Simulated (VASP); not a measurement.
Al2O3, 10 atoms in the cell. The structure is trigonal, space group R-3c (No. 167). The conventional cell has a = 4.836 Å, b = 4.836 Å, c = 13.207 Å, α = 90.00°, β = 90.00°, γ = 120.00°. Al (site symmetry 3) is surrounded by 6 O at 1.88 to 2.00 Å. O (site symmetry 2) has 4 Al at 1.88 to 2.00 Å as nearest neighbours. 

| Quantity | Value |
| --- | --- |
| Program | VASP 6.6.1 |
| Task | band structure |
| Functional | RPBE |
| Potentials or basis | VASP PAW PBE potentials, release 64 (Al, O) |
| Cutoff | 520 eV |
| k mesh | 9 × 9 × 7 |
| Occupations | gaussian, width 0.03 eV |
| Spin | no spin polarisation |
| Further INCAR settings | ALGO = Normal; EDIFF = 1e-06; NBANDS = 35 |

Potentials or basis: VASP PAW PBE potentials, release 64 (Al, O).

Launch:

```console
$ cat potpaw_PBE.64/Al/POTCAR potpaw_PBE.64/O/POTCAR > POTCAR
$ mpirun -np 2 vasp_std > vasp.out
```

Hardware: 2 MPI ranks on Intel(R) Xeon(R) 6975P-C (Granite Rapids), on a shared host.

Question: Estimate the wall time of this run.

Answer: Run time: 5.1 min on 2 MPI ranks on Intel(R) Xeon(R) 6975P-C (Granite Rapids), on a shared host, peak memory 0.66 GiB a rank. Counts: scf iterations 23, k points 160.
